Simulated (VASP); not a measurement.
Input:

```
CELL_PARAMETERS angstrom
      3.23730     0.00000     0.00000
     -1.61865     2.80359     0.00000
      0.00000     0.00000     3.73194
ATOMIC_POSITIONS crystal
  Tm 0.00000 0.00000 0.00000
  B  0.33333 0.66667 0.50000
  B  0.66667 0.33333 0.50000
```

All values below come from PBEsol GGA, VASP's PBE PAW potentials (set 64) (plane waves; VASP 6.6.1). Numerical set-up: 600 eV cut-off, 10×10×8 Γ-centred mesh, first-order Methfessel-Paxton smearing of 0.10 eV, potentials Tm_3 B.

The 4f electrons are frozen in the core of the lanthanide potential, so 4f levels, which can set the real gap, and their magnetism are missing.

Each row applies one change to this cell, which was relaxed at other settings and keeps the small stress of the first row; at a fixed cut-off the stress holds a Pulay part, so it need not integrate to ΔE exactly. Stress is in GPa, positive when the cell is compressed.

| change | ΔE (meV/atom) | σxx | σyy | σzz | largest shear component, with its sign (GPa) | largest force (eV/Å) |
|---|---|---|---|---|---|---|
| none | 0.0 | 0.02 | 0.02 | 0.18 | 0.00 | 0.000 |
| atom 2 (B) moved by 0.200 Å along z | 62.7 | 2.04 | 2.04 | 1.04 | 0.00 | 1.931 |
| atom 1 (Tm) moved by 0.025 Å along z | 1.0 | 0.06 | 0.06 | 0.24 | 0.00 | 0.243 |
| biaxial strain of +1.5 % in the xz plane | 7.2 | -7.23 | -1.68 | -6.34 | 0.00 | 0.075 |
| biaxial strain of +1.5 % in the xz plane with the ions relaxed | 7.1 | -7.06 | -1.81 | -6.35 | 0.00 | 0.001 |
| biaxial strain of -0.5 % in the xz plane | 1.0 | 2.67 | 0.67 | 2.56 | 0.00 | 0.026 |
| atom 3 (B) moved by -0.025 Å along z | 1.0 | 0.06 | 0.06 | 0.19 | 0.00 | 0.230 |
| uniaxial strain of +4.0 % along z | 19.9 | -2.58 | -2.58 | -13.91 | 0.00 | 0.000 |

Failed runs are left out, and for metals the shear rows, which the mesh's noise covers.

The structure comes from a computed database's TmB2 entry (P6/mmm); how it stands against other phases isn't given here. The electron count is odd and the run is not spin-polarised, which forces a metal.
